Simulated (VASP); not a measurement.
Here is the system:

```
Pb
1.0
    0.00000     2.51344     2.51344
    2.51344     0.00000     2.51344
    2.51344     2.51344     0.00000
Pb
1
Direct
  0.00000   0.00000   0.00000
```

Calculation: PBE GGA, VASP's PBE PAW potentials (set 64) (plane waves; VASP). Numerical set-up: 400 eV cut-off, Gaussian smearing of 0.050 eV, potentials Pb_d.

Unless said otherwise, spin-orbit coupling is left out, though it shifts the bands of the heavy elements here.

Problem. What does the run give for the band gap (along the path) with the smallest direct gap where there is one?

Solution. 
```yaml
band gap (along the path): none (metal, semimetal or under 0.01 eV)
```

Only differences to runs with the same potentials and settings are physical.

The compound is Pb in the fcc structure. It was relaxed first.
